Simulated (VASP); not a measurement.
OSZICAR of a VASP run on ZrB2 (AlB2 type):

OSZICAR:
```
       N       E                     dE             d eps       ncg     rms          rms(c)
DAV:   1     0.113358527021E+03    0.11336E+03   -0.99345E+03  2080   0.138E+03
DAV:   2    -0.187742317802E+02   -0.13213E+03   -0.12805E+03  2425   0.336E+02
DAV:   3    -0.240349419054E+02   -0.52607E+01   -0.51724E+01  3382   0.589E+01
DAV:   4    -0.241480033203E+02   -0.11306E+00   -0.11303E+00  2621   0.785E+00
DAV:   5    -0.241506495173E+02   -0.26462E-02   -0.26461E-02  3294   0.964E-01    0.209E+01
DAV:   6    -0.217368801481E+02    0.24138E+01   -0.69950E+00  2553   0.186E+01    0.848E+00
DAV:   7    -0.217026834601E+02    0.34197E-01   -0.85627E-01  3193   0.602E+00    0.292E+00
DAV:   8    -0.217037354820E+02   -0.10520E-02   -0.97315E-02  2507   0.291E+00    0.764E-01
DAV:   9    -0.217007570482E+02    0.29784E-02   -0.17864E-02  2637   0.110E+00    0.142E-01
DAV:  10    -0.217007214018E+02    0.35646E-04   -0.93617E-04  2694   0.288E-01    0.413E-02
DAV:  11    -0.217007339667E+02   -0.12565E-04   -0.30640E-05  2707   0.657E-02    0.128E-02
DAV:  12    -0.217007338619E+02    0.10473E-06   -0.22921E-06  2619   0.164E-02    0.342E-03
DAV:  13    -0.217007338217E+02    0.40221E-07   -0.34778E-07  2525   0.522E-03
   1 F= -.21700734E+02 E0= -.21700756E+02  d E =-.217007E+02
       N       E                     dE             d eps       ncg     rms          rms(c)
DAV:   1    -0.217008864465E+02   -0.15258E-03   -0.76900E-03  2210   0.877E-01    0.620E-02
DAV:   2    -0.217008147562E+02    0.71690E-04   -0.17756E-04  2375   0.112E-01    0.342E-02
DAV:   3    -0.217007846031E+02    0.30153E-04   -0.81068E-05  2415   0.796E-02    0.684E-03
DAV:   4    -0.217007844888E+02    0.11434E-06   -0.16739E-06  2361   0.116E-02    0.321E-03
DAV:   5    -0.217007844536E+02    0.35250E-07   -0.66100E-08  1740   0.255E-03
   2 F= -.21700784E+02 E0= -.21700808E+02  d E =-.506318E-04
```

Task: Which electronic solver shows in the log?

Result: It is blocked Davidson (ALGO = Normal, or the opening steps of other solvers). The INCAR had ALGO = Normal.

Task: Can the final energy be trusted as converged?

Result: Self-consistency was reached. It stopped with EDIFF = 1E-7, NELM = 100, NSW = 30 and EDIFFG = -0.01 after 2 ionic steps (vdW-DF-cx, plane waves, VASP's PBE PAW potentials (set 64)).

The compound is ZrB2 in the AlB2 type structure. This cell is one point of a volume scan, at 1.03 of the reference volume. Symmetry was kept, so distortions that lower it aren't found.
